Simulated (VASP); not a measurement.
Computed with PBE GGA, VASP's PBE PAW potentials (set 64) (plane waves; VASP).

VASP ran on this input.

KPOINTS:
```
kpoints
0
G
4 4 4
```

### INCAR
```
! general
SYSTEM  = PbO
PREC    = Accurate
ENCUT   = 520   ! plane-wave cut-off (eV)
LREAL   = .False.
LASPH   = .True.

! electronic loop
EDIFF   = 1E-6   ! SCF stop (eV)
NELM    = 100
ALGO    = Normal   ! blocked Davidson
LMAXMIX = 4   ! l cut-off of mixed one-centre charges

! smearing
ISMEAR  = 0
SIGMA   = 0.05   ! width (eV)

! functional
GGA     = PE   ! PBE

! ions
ISIF    = 2

! output
LWAVE   = .False.
LCHARG  = .False.
```

### POSCAR
```
PbO
1
    3.9800000000     0.0000000000     0.0000000000
    0.0000000000     3.9800000000     0.0000000000
    0.0000000000     0.0000000000     5.0200000000
Pb O
2 2
Direct
  0.5000000000   0.0000000000   0.7650000000
  0.0000000000   0.5000000000   0.2350000000
  0.5000000000   0.5000000000   0.0000000000
  0.0000000000   0.0000000000   0.0000000000
```

POTCAR, in this order: Pb_d O (PBE.64 set). Program: vasp_std.

What VASP printed:

### OSZICAR
```
       N       E                     dE             d eps       ncg     rms          rms(c)
DAV:   1     0.460916389445E+03    0.46092E+03   -0.20380E+04   864   0.199E+03
DAV:   2     0.354188820688E+02   -0.42550E+03   -0.41896E+03   928   0.500E+02
DAV:   3    -0.239955703713E+02   -0.59414E+02   -0.57434E+02  1160   0.196E+02
DAV:   4    -0.259732264778E+02   -0.19777E+01   -0.19763E+01   952   0.403E+01
DAV:   5    -0.260479208908E+02   -0.74694E-01   -0.74687E-01  1216   0.749E+00    0.124E+01
DAV:   6    -0.215792560221E+02    0.44687E+01   -0.34767E+01  1376   0.463E+01    0.527E+00
DAV:   7    -0.214342239943E+02    0.14503E+00   -0.31199E+00  1088   0.136E+01    0.255E+00
DAV:   8    -0.214470691310E+02   -0.12845E-01   -0.87754E-01  1232   0.696E+00    0.134E+00
DAV:   9    -0.214097358491E+02    0.37333E-01   -0.21886E-01  1312   0.407E+00    0.246E-01
DAV:  10    -0.214122907724E+02   -0.25549E-02   -0.19227E-02  1072   0.921E-01    0.974E-02
DAV:  11    -0.214122290072E+02    0.61765E-04   -0.36081E-03  1416   0.506E-01    0.682E-02
DAV:  12    -0.214122069236E+02    0.22084E-04   -0.28648E-04  1104   0.171E-01    0.536E-02
DAV:  13    -0.214121754567E+02    0.31467E-04   -0.27395E-04  1408   0.142E-01    0.863E-03
DAV:  14    -0.214121742138E+02    0.12429E-05   -0.35680E-05  1200   0.505E-02    0.451E-03
DAV:  15    -0.214121740382E+02    0.17558E-06   -0.31822E-06   816   0.206E-02
   1 F= -.21412174E+02 E0= -.21412174E+02  d E =-.168844E-12
```

### OUTCAR
```
------------------------ aborting loop because EDIFF is reached ----------------------------------------
  FORCE on cell =-STRESS in cart. coord.  units (eV):
  Direction    XX          YY          ZZ          XY          YZ          ZX
  --------------------------------------------------------------------------------------
  Total        2.5022476      2.5022476      2.0705743      0.0000000     -0.0000000      0.0000000
  in kB       50.4163038     50.4163038     41.7187740      0.0000000     -0.0000000      0.0000000
  external PRESSURE =      47.5171272 kB  Pullay stress =       0.0000000 kB
  volume of cell :       79.52
      direct lattice vectors                 reciprocal lattice vectors
     3.980000000  0.000000000  0.000000000     0.251256281  0.000000000  0.000000000
     0.000000000  3.980000000  0.000000000     0.000000000  0.251256281  0.000000000
     0.000000000  0.000000000  5.020000000     0.000000000  0.000000000  0.199203187
 POSITION                                       TOTAL-FORCE (eV/Angst)
 -----------------------------------------------------------------------------------
      1.99000      0.00000      3.84030        -0.000000      0.000000     -0.472922
      0.00000      1.99000      1.17970        -0.000000      0.000000      0.472922
      1.99000      1.99000      0.00000         0.000000      0.000000      0.000000
      0.00000      0.00000      0.00000        -0.000000      0.000000      0.000000
 -----------------------------------------------------------------------------------
    total drift:                                0.000000      0.000000      0.000000
  FREE ENERGIE OF THE ION-ELECTRON SYSTEM (eV)
  ---------------------------------------------------
  free  energy   TOTEN  =       -21.4121740382 eV

  energy  without entropy=      -21.4121740382  energy(sigma->0) =      -21.41217404
```
(Selected blocks of OUTCAR.)

The compound is PbO in the litharge structure. The cell was not relaxed at this level.
